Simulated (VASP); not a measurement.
All values below come from SCAN meta-GGA, VASP's PBE PAW potentials (set 64) (plane waves; VASP).

VASP input:

File POSCAR:
```
CsPbBr3
1.0
  5.9207959594   0.0000000000   0.0000000000
  0.0000000000   5.9207959594   0.0000000000
  0.0000000000   0.0000000000   5.9207959594
Cs Pb Br
1 1 3
Cart
  0.0000000000   0.0000000000   0.0000000000
  2.9603979797   2.9603979797   2.9603979797
  2.9603979797   0.0000000000   2.9603979797
  0.0000000000   2.9603979797   2.9603979797
  2.9603979797   2.9603979797   0.0000000000
```

**INCAR**
```
! general
SYSTEM  = CsPbBr3
PREC    = Accurate
ENCUT   = 520
LREAL   = .FALSE.
LASPH   = .TRUE.

! electronic loop
EDIFF   = 1E-7
NELM    = 100
ALGO    = Normal
LMAXMIX = 4
LMIXTAU = .TRUE.

! smearing
ISMEAR  = 0
SIGMA   = 0.05

! functional
METAGGA = SCAN

! ions
ISIF    = 2

! output
LWAVE   = .FALSE.
LCHARG  = .FALSE.
```

KPOINTS:
```
Regular mesh
0
gamma
 4 4 4
```

POTCAR, in this order: Cs_sv Pb_d Br (PBE.64 set). Program: vasp_std.

Output

File OSZICAR:
```
       N       E                     dE             d eps       ncg     rms          rms(c)
DAV:   1     0.247842918297E+03    0.24784E+03   -0.19119E+04   520   0.153E+03
DAV:   2    -0.134703011266E+03   -0.38255E+03   -0.37372E+03   628   0.343E+02
DAV:   3    -0.186694514944E+03   -0.51992E+02   -0.50385E+02   640   0.131E+02
DAV:   4    -0.188542899647E+03   -0.18484E+01   -0.18431E+01   638   0.318E+01
DAV:   5    -0.188600695947E+03   -0.57796E-01   -0.57780E-01   680   0.500E+00    0.367E+00
DAV:   6    -0.182709567490E+03    0.58911E+01   -0.35811E+00   612   0.333E+01    0.262E+00
DAV:   7    -0.177364349919E+03    0.53452E+01   -0.13716E+00   544   0.957E+00    0.121E+00
DAV:   8    -0.178496643806E+03   -0.11323E+01   -0.95347E-01   616   0.730E+00    0.753E-01
DAV:   9    -0.178514131089E+03   -0.17487E-01   -0.12918E-01   614   0.299E+00    0.633E-01
DAV:  10    -0.178690955400E+03   -0.17682E+00   -0.21910E-01   552   0.471E+00    0.156E-01
DAV:  11    -0.178628293330E+03    0.62662E-01   -0.29961E-01   522   0.538E+00    0.262E-01
DAV:  12    -0.178608296468E+03    0.19997E-01   -0.17928E-02   626   0.137E+00    0.194E-01
DAV:  13    -0.178628281601E+03   -0.19985E-01   -0.25605E-02   520   0.178E+00    0.972E-02
DAV:  14    -0.178631087875E+03   -0.28063E-02   -0.56833E-03   588   0.859E-01    0.737E-02
DAV:  15    -0.178630864418E+03    0.22346E-03   -0.28761E-03   542   0.491E-01    0.530E-02
DAV:  16    -0.178630891224E+03   -0.26805E-04   -0.96847E-04   528   0.351E-01    0.362E-02
DAV:  17    -0.178631395109E+03   -0.50389E-03   -0.23995E-04   576   0.178E-01    0.190E-02
DAV:  18    -0.178631332462E+03    0.62647E-04   -0.12172E-04   590   0.144E-01    0.578E-03
DAV:  19    -0.178631366479E+03   -0.34018E-04   -0.34073E-05   532   0.630E-02    0.427E-03
DAV:  20    -0.178631369731E+03   -0.32521E-05   -0.25668E-05   528   0.583E-02    0.484E-03
DAV:  21    -0.178631383523E+03   -0.13792E-04   -0.22701E-05   528   0.572E-02    0.293E-03
DAV:  22    -0.178631387431E+03   -0.39078E-05   -0.10198E-06   660   0.114E-02    0.209E-03
DAV:  23    -0.178631382715E+03    0.47163E-05   -0.16974E-06   532   0.169E-02    0.102E-03
DAV:  24    -0.178631379344E+03    0.33704E-05   -0.58698E-07   468   0.840E-03    0.847E-04
DAV:  25    -0.178631380596E+03   -0.12523E-05   -0.65743E-08   368   0.319E-03    0.467E-04
DAV:  26    -0.178631381058E+03   -0.46173E-06   -0.15015E-08   324   0.142E-03    0.332E-04
DAV:  27    -0.178631381655E+03   -0.59729E-06   -0.10007E-08   280   0.136E-03    0.103E-04
DAV:  28    -0.178631381830E+03   -0.17412E-06   -0.34789E-09   276   0.618E-04    0.474E-05
DAV:  29    -0.178631381849E+03   -0.19283E-07   -0.21743E-09   272   0.537E-04
   1 F= -.17863138E+03 E0= -.17863138E+03  d E =-.263652E-12
```

**OUTCAR**
```
------------------------ aborting loop because EDIFF is reached ----------------------------------------
  FORCE on cell =-STRESS in cart. coord.  units (eV):
  Direction    XX          YY          ZZ          XY          YZ          ZX
  --------------------------------------------------------------------------------------
  Total       -0.0215732     -0.0215732     -0.0215732      0.0000000     -0.0000000     -0.0000000
  in kB       -0.1665273     -0.1665273     -0.1665273      0.0000000     -0.0000000     -0.0000000
  external PRESSURE =      -0.1665273 kB  Pullay stress =       0.0000000 kB
  volume of cell :      207.56
      direct lattice vectors                 reciprocal lattice vectors
     5.920795959  0.000000000  0.000000000     0.168896210  0.000000000  0.000000000
     0.000000000  5.920795959  0.000000000     0.000000000  0.168896210  0.000000000
     0.000000000  0.000000000  5.920795959     0.000000000  0.000000000  0.168896210
 POSITION                                       TOTAL-FORCE (eV/Angst)
 -----------------------------------------------------------------------------------
      0.00000      0.00000      0.00000         0.000000      0.000000      0.000000
      2.96040      2.96040      2.96040         0.000000      0.000000      0.000000
      2.96040      0.00000      2.96040         0.000000      0.000000      0.000000
      0.00000      2.96040      2.96040         0.000000      0.000000      0.000000
      2.96040      2.96040      0.00000         0.000000      0.000000      0.000000
 -----------------------------------------------------------------------------------
    total drift:                                0.000000     -0.000000     -0.000000
  FREE ENERGIE OF THE ION-ELECTRON SYSTEM (eV)
  ---------------------------------------------------
  free  energy   TOTEN  =      -178.6313818488 eV

  energy  without entropy=     -178.6313818488  energy(sigma->0) =     -178.63138185
```
(Selected blocks of OUTCAR.)

### OUTCAR
```
 val. band max:        0.6674172575   @ k =   0.5000   0.5000   0.5000

 cond. band min:       2.5752057438   @ k =   0.5000   0.5000   0.5000


 Fermi energy:         0.8978362605

 k-point     1 :       0.0000    0.0000    0.0000
  band No.  band energies     occupation
      1     -21.3176      2.00000
      2     -16.5323      2.00000
      3     -16.5323      2.00000
      4     -16.3435      2.00000
      5     -16.3435      2.00000
      6     -16.3435      2.00000
      7     -14.5146      2.00000
      8     -13.8119      2.00000
      9     -13.8119      2.00000
     10      -7.6722      2.00000
     11      -7.6722      2.00000
     12      -7.6722      2.00000
     13      -6.4677      2.00000
     14      -3.5393      2.00000
     15      -3.5393      2.00000
     16      -3.5393      2.00000
     17      -1.4049      2.00000
     18      -1.4049      2.00000
     19      -1.4049      2.00000
     20      -1.2963      2.00000
     21      -1.2963      2.00000
     22      -1.2963      2.00000
     23       4.3079      0.00000
     24       5.3562      0.00000
     25       5.3562      0.00000
     26       6.2149      0.00000

 k-point     2 :       0.2500    0.0000    0.0000
  band No.  band energies     occupation
      1     -21.3171      2.00000
      2     -16.5323      2.00000
      3     -16.4994      2.00000
      4     -16.3440      2.00000
      5     -16.3440      2.00000
      6     -16.3435      2.00000
      7     -14.4471      2.00000
      8     -13.9363      2.00000
      9     -13.8111      2.00000
     10      -7.6669      2.00000
     11      -7.6667      2.00000
     12      -7.6667      2.00000
     13      -6.8945      2.00000
     14      -3.4930      2.00000
     15      -3.4930      2.00000
     16      -2.6087      2.00000
     17      -1.4675      2.00000
     18      -1.4675      2.00000
     19      -1.4656      2.00000
     20      -1.3511      2.00000
     21      -1.3511      2.00000
     22      -1.2681      2.00000
...
```

Unless said otherwise, spin-orbit coupling is left out, though it shifts the bands of the heavy elements here.

The compound is CsPbBr3 in the cubic perovskite structure, the ideal cubic form; the compound distorts at low or room temperature. It was relaxed first.
